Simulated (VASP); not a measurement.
Calculation: PBE GGA, VASP's PBE PAW potentials (set 64) (plane waves; VASP 6.6.1).

Input for VASP

**POSCAR**
```
PbF2
1
    0.0000000000     2.9970633668     2.9970633668
    2.9970633668     0.0000000000     2.9970633668
    2.9970633668     2.9970633668     0.0000000000
Pb F
1 2
Direct
  0.0000000000   1.0000000000   0.0000000000
  0.2500000000   0.2500000000   0.2500000000
  0.7500000000   0.7500000000   0.7500000000
```

File KPOINTS:
```
k-points along high-symmetry lines
15
Line-mode
Reciprocal
  0.000000   0.000000   0.000000 ! GAMMA
  0.500000   0.000000   0.500000 ! X

  0.500000   0.000000   0.500000 ! X
  0.625000   0.250000   0.625000 ! U

  0.375000   0.375000   0.750000 ! K
  0.000000   0.000000   0.000000 ! GAMMA

  0.000000   0.000000   0.000000 ! GAMMA
  0.500000   0.500000   0.500000 ! L

  0.500000   0.500000   0.500000 ! L
  0.500000   0.250000   0.750000 ! W

  0.500000   0.250000   0.750000 ! W
  0.500000   0.000000   0.500000 ! X
```

### INCAR
```
SYSTEM = PbF2
PREC = Accurate
ENCUT = 520
EDIFF = 1E-6
NELM = 100
ALGO = Normal
LREAL = .FALSE.
LASPH = .TRUE.
ISMEAR = 0
SIGMA = 0.05
GGA = PE
LMAXMIX = 4
LWAVE = .FALSE.
LCHARG = .FALSE.
ICHARG = 11
```

POTCAR, in this order: Pb_d F (PBE.64 set). Program: vasp_std. Read from the step before: CHGCAR.

Output

**OUTCAR**
```
 ion  position               nearest neighbor table
   1  0.000  0.000  0.000-   2 2.60   3 2.60   3 2.60   3 2.60   3 2.60   2 2.60   2 2.60   2 2.60
  LATTYP: Found a face centered cubic cell.
 ALAT       =     5.9941267336
 Subroutine PRICEL returns:
 Original cell was already a primitive cell.
 Subroutine GETGRP returns: Found 48 space group operations
The static configuration has the point symmetry O_h .
The dynamic configuration has the point symmetry O_h .
 Subroutine INISYM returns: Found 48 space group operations
   k-points           NKPTS =     90   k-points in BZ     NKDIM =     90   number of bands    NBANDS=     18
   number of dos      NEDOS =    301   number of ions     NIONS =      3
   total plane-waves  NPLWV =  32768
   dimension x,y,z NGX =    32 NGY =   32 NGZ =   32
   dimension x,y,z NGXF=    64 NGYF=   64 NGZF=   64
   ions per type =               1   2
   PREC   = accura    normal or accurate (medium, high low for compatibility)
   ISTART =      0    job   : 0-new  1-cont  2-samecut
   ICHARG =     11    charge: 1-file 2-atom 10-const
   ISPIN  =      1    spin polarized calculation?
   LNONCOLLINEAR =      F non collinear calculations
   LSORBIT =      F    spin-orbit coupling
   INIWAV =      1    electr: 0-lowe 1-rand  2-diag
   ENCUT  =  520.0 eV  38.22 Ry    6.18 a.u.   7.88  7.88  7.88*2*pi/ulx,y,z
   NELM   =    100;   NELMIN=  2; NELMDL= -5     # of ELM steps
   EDIFF  = 0.1E-05   stopping-criterion for ELM
   LREAL  =      F    real-space projection
   NLSPLINE    = F    spline interpolate recip. space projectors
   LMAXMIX     =    4 max onsite mixed and CHGCAR
   VOSKOWN=      0    Vosko Wilk Nusair interpolation
   EDIFFG = 0.1E-04   stopping-criterion for IOM
   NSW    =      0    number of steps for IOM
   NBLOCK =      1;   KBLOCK =      1    inner block; outer block
   IBRION =     -1    ionic relax: 0-MD 1-quasi-New 2-CG
   NFREE  =      0    steps in history (QN), initial steepest desc. (CG)
   ISIF   =      2    stress and relaxation
   ISYM   =      2    0-nonsym 1-usesym 2-fastsym
   TEIN   =    0.0    initial temperature
   TEBEG  =    0.0;   TEEND  =   0.0 temperature during run
   SMASS  =  -3.00    Nose mass-parameter (am)
   PSTRESS=    0.0 pullay stress
   NELECT =      28.0000    total number of electrons
   EFERMI =   0.00;   METHOD = LEGACY
   ISMEAR =     0;   SIGMA  =   0.05  broadening in eV -4-tet -1-fermi 0-gaus
   IALGO  =     38    algorithm
   LDIAG  =      T    sub-space diagonalisation (order eigenvalues)
   IMIX   =      4    mixing-type and parameters
     AMIX     =   0.40;   BMIX     =  1.00
     AMIX_MAG =   1.60;   BMIX_MAG =  1.00
     AMIN     =   0.10
   GGA     = PE    functional components
   VOSKOWN =     0    Vosko Wilk Nusair interpolation
   LHFCALC =     F    Hartree Fock is set to
   LHFONE  =     F    Hartree Fock one center treatment
   AEXX    =    0.0000 exact exchange contribution
   IVDW    =     0    specifies the selected vdW correction
   LEPSILON=     F    determine dielectric tensor
   LRPA    =     F    only Hartree local field effects (RPA)
  energy-cutoff  :      520.00
  volume of cell :       53.84
      direct lattice vectors                 reciprocal lattice vectors
     0.000000000  2.997063367  2.997063367    -0.166829973  0.166829973  0.166829973
     2.997063367  0.000000000  2.997063367     0.166829973 -0.166829973  0.166829973
     2.997063367  2.997063367  0.000000000     0.166829973  0.166829973 -0.166829973
 k-point     1 :   0.0000 0.0000 0.0000  plane waves:    1459
 k-point     2 :   0.0357 0.0000 0.0357  plane waves:    1455
 k-point     3 :   0.0714 0.0000 0.0714  plane waves:    1443
 k-point     4 :   0.1071 0.0000 0.1071  plane waves:    1435
 k-point     5 :   0.1429 0.0000 0.1429  plane waves:    1439
 k-point     6 :   0.1786 0.0000 0.1786  plane waves:    1447
 k-point     7 :   0.2143 0.0000 0.2143  plane waves:    1459
 k-point     8 :   0.2500 0.0000 0.2500  plane waves:    1427
 k-point     9 :   0.2857 0.0000 0.2857  plane waves:    1443
 k-point    10 :   0.3214 0.0000 0.3214  plane waves:    1447
 k-point    11 :   0.3571 0.0000 0.3571  plane waves:    1443
...
```

File OSZICAR:
```
       N       E                     dE             d eps       ncg     rms          rms(c)
DAV:   1     0.295106341905E+03    0.29511E+03   -0.14954E+04  3268   0.177E+03
DAV:   2     0.134354728249E+02   -0.28167E+03   -0.27179E+03  3738   0.449E+02
DAV:   3    -0.133077228211E+02   -0.26743E+02   -0.26025E+02  3788   0.149E+02
DAV:   4    -0.141948802199E+02   -0.88716E+00   -0.88569E+00  3486   0.286E+01
DAV:   5    -0.142233816225E+02   -0.28501E-01   -0.28498E-01  3764   0.518E+00
DAV:   6    -0.142248346672E+02   -0.14530E-02   -0.14530E-02  3950   0.110E+00
DAV:   7    -0.142248964506E+02   -0.61783E-04   -0.61783E-04  4032   0.180E-01
DAV:   8    -0.142248987442E+02   -0.22936E-05   -0.22937E-05  2994   0.283E-02
DAV:   9    -0.142248987781E+02   -0.33898E-07   -0.33880E-07  1792   0.430E-03
   1 F= -.14224899E+02 E0= -.14224899E+02  d E =-.407345E-18
```

OUTCAR:
```
 val. band max:        1.4836177851   @ k =   0.5000   0.2500   0.7500

 cond. band min:       5.9023306781   @ k =   0.5000   0.0000   0.5000



 k-point     1 :       0.0000    0.0000    0.0000
  band No.  band energies     occupation
      1     -19.3457      2.00000
      2     -18.7828      2.00000
      3     -12.9201      2.00000
      4     -12.9201      2.00000
      5     -12.9201      2.00000
      6     -12.8769      2.00000
      7     -12.8769      2.00000
      8      -3.1553      2.00000
      9      -0.7756      2.00000
     10      -0.7756      2.00000
     11      -0.7756      2.00000
     12      -0.2878      2.00000
     13      -0.2878      2.00000
     14      -0.2878      2.00000
     15       8.2209      0.00000
     16       8.2209      0.00000
     17       8.2209      0.00000
     18      12.0354      0.00000

 k-point     2 :       0.0357    0.0000    0.0357
  band No.  band energies     occupation
      1     -19.3427      2.00000
      2     -18.7854      2.00000
      3     -12.9192      2.00000
      4     -12.9192      2.00000
      5     -12.9174      2.00000
      6     -12.8772      2.00000
      7     -12.8766      2.00000
      8      -3.1827      2.00000
      9      -0.7944      2.00000
     10      -0.7944      2.00000
     11      -0.7654      2.00000
     12      -0.2782      2.00000
     13      -0.2782      2.00000
     14      -0.2615      2.00000
     15       8.1446      0.00000
     16       8.2364      0.00000
     17       8.2364      0.00000
     18      12.1503      0.00000

 k-point     3 :       0.0714    0.0000    0.0714
  band No.  band energies     occupation
      1     -19.3336      2.00000
      2     -18.7932      2.00000
      3     -12.9165      2.00000
      4     -12.9165      2.00000
      5     -12.9096      2.00000
      6     -12.8782      2.00000
      7     -12.8758      2.00000
      8      -3.2614      2.00000
      9      -0.8468      2.00000
     10      -0.8468      2.00000
...
```

The density is held fixed in this step, so its total energy and stress have no physical meaning. Unless said otherwise, spin-orbit coupling is left out, though it shifts the bands of the heavy elements here.

The compound is PbF2 in the fluorite structure, the β form. It was relaxed first.
